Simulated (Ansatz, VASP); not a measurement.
# BePd3C in two plane-wave programs, part 3 of 3

Aim: how closely do two programs agree when they are given the same cell, functional and k mesh? The cell is generated by rule, not measured, and may not be a known phase. The cell is taken from a series of runs on this material, whose earlier steps may have relaxed, scaled, displaced or heated it; both programs get it as it stands.

VASP 6.6.1 and Ansatz 0.2.0.

So far: Starting point; Ansatz: zone-centre phonons, PBEsol; VASP: zone-centre phonons, PBEsol.

**3. VASP: zone-centre phonons, PBEsol (continued)**

Level of this step: PBEsol; plane waves and PAW (Be, Pd, C); invented cell (VASP).

Numbers of over 12 decimals in the logs are rounded to 6 here.

OUTCAR, selected parts (step 3):

```text
ion  position               nearest neighbor table
   1  0.060  0.060  0.060-   2 2.52   3 2.52   4 2.52   4 2.83   3 2.83   2 2.83   2 2.83   3 2.83
                             4 2.83
   2  0.493  0.493  0.999-   5 2.00   5 2.03   1 2.52   4 2.75   3 2.75   3 2.82   4 2.82   1 2.83
                             1 2.83   4 2.92   3 2.92   3 2.92   4 2.92
   3  0.493  0.999  0.493-   5 2.00   5 2.03   1 2.52   4 2.75   2 2.75   4 2.82   2 2.82   1 2.83
                             1 2.83   4 2.92   4 2.92   2 2.92   2 2.92
   4  0.999  0.493  0.493-   5 2.00   5 2.03   1 2.52   3 2.75   2 2.75   3 2.82   2 2.82   1 2.83
                             1 2.83   3 2.92   3 2.92   2 2.92   2 2.92
   5  0.502  0.502  0.502-   3 2.00   4 2.00   2 2.00   3 2.03   4 2.03   2 2.03

  LATTYP: Found a trigonal (rhomboedric) cell.
 ALAT       =     4.0343947938
 COS(alpha) =     0.0456025744

 Subroutine GETGRP returns: Found  6 space group operations
 (whereof  6 operations were pure point group operations)

The static configuration has the point symmetry C_3v.

 Found     85 irreducible k-points:

   k-points           NKPTS =     85   k-points in BZ     NKDIM =     85   number of bands    NBANDS=     24

   dimension x,y,z NGX =    32 NGY =   32 NGZ =   32
   dimension x,y,z NGXF=    64 NGYF=   64 NGZF=   64

   ENCUT  =  600.0 eV  44.10 Ry    6.64 a.u.   8.06  8.06  8.06*2*pi/ulx,y,z

   NELECT =      36.0000    total number of electrons

 k-points in reciprocal lattice and weights: Automatic mesh
   0.00000000  0.00000000  0.00000000       0.001
   0.11111111  0.00000000 -0.00000000       0.008
   0.22222222 -0.00000000  0.00000000       0.008
   0.33333333 -0.00000000  0.00000000       0.008
   0.44444444 -0.00000000  0.00000000       0.008
   0.11111111  0.11111111 -0.00000000       0.008
   0.22222222  0.11111111  0.00000000       0.016
   0.33333333  0.11111111  0.00000000       0.016
   0.44444444  0.11111111  0.00000000       0.016
[...]
0.44444444  0.44444444  0.22222222       0.008
[...]
POSITION                                       TOTAL-FORCE (eV/Angst)
 -----------------------------------------------------------------------------------
      0.00000     -0.00000      0.43542         0.000000      0.000000     -0.005903
      0.00000     -1.62907      4.83088         0.000000     -0.004435      0.005056
     -1.41082      0.81454      4.83088        -0.003840      0.002217      0.005056
      1.41082      0.81454      4.83088         0.003840      0.002217      0.005056
      0.00000     -0.00000      3.66732         0.000000      0.000000     -0.009266
 -----------------------------------------------------------------------------------
    total drift:                                0.000000      0.000001     -0.000169

 Eigenvectors and eigenvalues of the dynamical matrix
 ----------------------------------------------------

   1 f  =   16.001754 THz   100.541986 2PiTHz  533.761059 cm-1    66.177907 meV
             X         Y         Z           dx          dy          dz
      0.000000 -0.000000  0.435424     0.000000    0.000000   -0.034358
      0.000000 -1.629071  4.830882    -0.000000    0.204648   -0.099521
     -1.410817  0.814536  4.830882     0.177231   -0.102324   -0.099521
      1.410817  0.814536  4.830882    -0.177231   -0.102324   -0.099521
      0.000000 -0.000000  3.667318    -0.000000   -0.000000    0.918403

   2 f  =   14.586251 THz    91.648119 2PiTHz  486.544969 cm-1    60.323861 meV
             X         Y         Z           dx          dy          dz
      0.000000 -0.000000  0.435424     0.000000    0.042937    0.000000
      0.000000 -1.629071  4.830882    -0.000000    0.254769   -0.230893
     -1.410817  0.814536  4.830882    -0.136653    0.018080    0.115446
      1.410817  0.814536  4.830882     0.136653    0.018080    0.115447
      0.000000 -0.000000  3.667318    -0.000001   -0.902929   -0.000000

   3 f  =   14.586251 THz    91.648119 2PiTHz  486.544969 cm-1    60.323861 meV
             X         Y         Z           dx          dy          dz
      0.000000 -0.000000  0.435424     0.042937   -0.000000   -0.000000
      0.000000 -1.629071  4.830882    -0.060817   -0.000000    0.000000
     -1.410817  0.814536  4.830882     0.175873   -0.136653   -0.199959
      1.410817  0.814536  4.830882     0.175873    0.136653    0.199959
      0.000000 -0.000000  3.667318    -0.902929    0.000001   -0.000000

   4 f  =    6.571758 THz    41.291574 2PiTHz  219.210257 cm-1    27.178596 meV
             X         Y         Z           dx          dy          dz
      0.000000 -0.000000  0.435424     0.000000    0.000000   -0.973137
      0.000000 -1.629071  4.830882     0.000000   -0.094113    0.088288
     -1.410817  0.814536  4.830882    -0.081504    0.047057    0.088288
      1.410817  0.814536  4.830882     0.081504    0.047057    0.088288
      0.000000 -0.000000  3.667318    -0.000000   -0.000000    0.055209

   5 f  =    5.328609 THz    33.480636 2PiTHz  177.743252 cm-1    22.037345 meV
             X         Y         Z           dx          dy          dz
      0.000000 -0.000000  0.435424     0.000000    0.000000   -0.158958
      0.000000 -1.629071  4.830882    -0.000000    0.531597    0.054278
     -1.410817  0.814536  4.830882     0.460376   -0.265798    0.054278
      1.410817  0.814536  4.830882    -0.460376   -0.265798    0.054278
      0.000000 -0.000000  3.667318    -0.000000    0.000000   -0.343670

   6 f  =    4.735759 THz    29.755652 2PiTHz  157.967921 cm-1    19.585517 meV
             X         Y         Z           dx          dy          dz
      0.000000 -0.000000  0.435424    -0.000042    0.538353    0.000000
      0.000000 -1.629071  4.830882    -0.000034   -0.488214    0.049205
     -1.410817  0.814536  4.830882     0.401601    0.207315   -0.024606
      1.410817  0.814536  4.830882    -0.401561    0.207377   -0.024599
      0.000000 -0.000000  3.667318     0.000019   -0.244277   -0.000000

   7 f  =    4.735759 THz    29.755652 2PiTHz  157.967921 cm-1    19.585517 meV
             X         Y         Z           dx          dy          dz
      0.000000 -0.000000  0.435424    -0.538353   -0.000042   -0.000000
      0.000000 -1.629071  4.830882    -0.439199    0.000038   -0.000004
     -1.410817  0.814536  4.830882     0.256329   -0.401598   -0.042611
      1.410817  0.814536  4.830882     0.256392    0.401565    0.042615
      0.000000 -0.000000  3.667318     0.244277    0.000019    0.000000

   8 f  =    2.575517 THz    16.182449 2PiTHz   85.909991 cm-1    10.651477 meV
             X         Y         Z           dx          dy          dz
      0.000000 -0.000000  0.435424     0.028989   -0.000001    0.000000
      0.000000 -1.629071  4.830882    -0.069433   -0.000005   -0.000033
     -1.410817  0.814536  4.830882     0.071042   -0.081100    0.675672
      1.410817  0.814536  4.830882     0.071036    0.081102   -0.675639
      0.000000 -0.000000  3.667318    -0.240978    0.000010    0.000000

   9 f  =    2.575517 THz    16.182449 2PiTHz   85.909991 cm-1    10.651477 meV
             X         Y         Z           dx          dy          dz
      0.000000 -0.000000  0.435424    -0.000001   -0.028989   -0.000000
      0.000000 -1.629071  4.830882     0.000003   -0.117863   -0.780180
     -1.410817  0.814536  4.830882     0.081098    0.022612    0.390061
      1.410817  0.814536  4.830882    -0.081104    0.022605    0.390118
      0.000000 -0.000000  3.667318     0.000010    0.240978    0.000000

  10 f  =    1.191910 THz     7.488993 2PiTHz   39.757846 cm-1     4.929342 meV
             X         Y         Z           dx          dy          dz
      0.000000 -0.000000  0.435424    -0.000000   -0.000000   -0.000000
      0.000000 -1.629071  4.830882     0.577350   -0.000000   -0.000000
     -1.410817  0.814536  4.830882    -0.288675   -0.500000   -0.000000
      1.410817  0.814536  4.830882    -0.288675    0.500000    0.000000
      0.000000 -0.000000  3.667318     0.000000   -0.000000   -0.000000

  11 f  =    0.003737 THz     0.023480 2PiTHz    0.124651 cm-1     0.015455 meV
             X         Y         Z           dx          dy          dz
      0.000000 -0.000000  0.435424    -0.109835   -0.114199   -0.000000
      0.000000 -1.629071  4.830882    -0.388780   -0.402594   -0.000112
     -1.410817  0.814536  4.830882    -0.388309   -0.404496   -0.000037
      1.410817  0.814536  4.830882    -0.386897   -0.403138    0.000149
      0.000000 -0.000000  3.667318    -0.129785   -0.134941   -0.000000

  12 f  =    0.003737 THz     0.023480 2PiTHz    0.124651 cm-1     0.015455 meV
             X         Y         Z           dx          dy          dz
      0.000000 -0.000000  0.435424     0.114199   -0.109835   -0.000000
      0.000000 -1.629071  4.830882     0.404225   -0.387211   -0.000107
     -1.410817  0.814536  4.830882     0.402322   -0.387681    0.000150
      1.410817  0.814536  4.830882     0.403681   -0.389094   -0.000043
      0.000000 -0.000000  3.667318     0.134941   -0.129785   -0.000000

  13 f/i=    0.003422 THz     0.021501 2PiTHz    0.114145 cm-1     0.014152 meV
             X         Y         Z           dx          dy          dz
      0.000000 -0.000000  0.435424    -0.000000   -0.000000    0.162959
      0.000000 -1.629071  4.830882    -0.000000   -0.000319    0.559185
     -1.410817  0.814536  4.830882    -0.000276    0.000159    0.559185
      1.410817  0.814536  4.830882     0.000276    0.000159    0.559185
      0.000000 -0.000000  3.667318    -0.000000   -0.000000    0.188095

  14 f/i=    0.990976 THz     6.226483 2PiTHz   33.055388 cm-1     4.098344 meV
             X         Y         Z           dx          dy          dz
      0.000000 -0.000000  0.435424     0.826067   -0.000305   -0.000000
      0.000000 -1.629071  4.830882    -0.388206   -0.000071    0.000018
     -1.410817  0.814536  4.830882     0.048281   -0.251863   -0.041123
      1.410817  0.814536  4.830882     0.048095    0.252042    0.041106
      0.000000 -0.000000  3.667318     0.178675   -0.000066   -0.000000

  15 f/i=    0.990976 THz     6.226483 2PiTHz   33.055388 cm-1     4.098344 meV
             X         Y         Z           dx          dy          dz
      0.000000 -0.000000  0.435424     0.000305    0.826067    0.000000
      0.000000 -1.629071  4.830882    -0.000143    0.193653   -0.047475
     -1.410817  0.814536  4.830882    -0.251934   -0.242834    0.023722
      1.410817  0.814536  4.830882     0.251970   -0.242648    0.023753
      0.000000 -0.000000  3.667318     0.000066    0.178675    0.000000

 ELASTIC MODULI CONTR FROM IONIC RELAXATION (kBar)
 Direction    XX          YY          ZZ          XY          YZ          ZX
 --------------------------------------------------------------------------------
 XX        -206.7624   -132.9566   -255.4033     -0.0000    -24.9757      0.0000
 YY        -132.9566   -206.7624   -255.4033     -0.0000     24.9757     -0.0000
 ZZ        -255.4033   -255.4033   -536.9008     -0.0000      0.0000     -0.0000
 XY          -0.0000     -0.0000     -0.0000    -41.4692     -0.0000    -27.3896
 YZ         -24.9757     24.9757      0.0000     -0.0000    -27.6941     -0.0000
 ZX           0.0000     -0.0000     -0.0000    -27.3896     -0.0000    -28.4576
 --------------------------------------------------------------------------------
```

**4. Differences**

Known differences besides the potentials themselves: the data sets hold 60 valence electrons in Ansatz (on its default PAW (the set named soft_2) files) and 36 in VASP; the cutoff is 420 eV in Ansatz and 600 eV in VASP; Ansatz makes its cores anew for this functional, VASP keeps those of its PBE data sets. Total energies have different zeros and are not compared.

Both answers:

```csv
quantity,Ansatz,VASP,difference
"optical mode 1 to 2 (imaginary, printed as negative) (cm⁻¹)",-38.6,-33.1,-5.5
optical mode 3 (cm⁻¹),39.8,39.8,0.0
optical mode 4 to 5 (cm⁻¹),85.6,85.9,-0.41 %
optical mode 6 to 7 (cm⁻¹),157.5,158.0,-0.29 %
optical mode 8 (cm⁻¹),177.8,177.7,+0.04 %
optical mode 9 (cm⁻¹),216.9,219.2,-1.07 %
optical mode 10 to 11 (cm⁻¹),476.1,486.5,-2.15 %
optical mode 12 (cm⁻¹),522.8,533.8,-2.05 %
```

Modes are paired by rising frequency, not by their patterns, so a pair may set unlike modes beside each other; they are those without the splitting of longitudinal modes.

**5. Summary of results**

* r.m.s. difference of the optical zone-centre modes, each program's sorted by frequency (zone-centre phonons, PBEsol): 5.8 cm⁻¹
* difference in optical mode 10 to 11 (zone-centre phonons, PBEsol): -2.2 %

**Reading.** The r.m.s. difference of the optical zone-centre modes, each program's sorted by frequency is 5.8 cm⁻¹ (zone-centre phonons, PBEsol). The data sets hold unlike numbers of valence electrons (60 in Ansatz and 36 in VASP), so part of the differences comes from the potentials. Among the rows given in per cent, the largest difference of the zone-centre phonons, PBEsol pair is in optical mode 10 to 11, -2.2 %. Such differences can come from data sets, numerical settings and the points named under the comparisons, not from the functional's error against experiment.

[Lines on the potential files, build, host, timing and source positions are cut from VASP's logs without a mark.]

[Logs are printed without paths, hosts, clocks, repeated set-up lines and the standing remarks that a program may print on its own settings, such as how far it seeks lower states.]

[Hosts, paths, dates, database ids (printed as entryN), source tags and the programs' standing remarks are cut or masked in the printed files.]
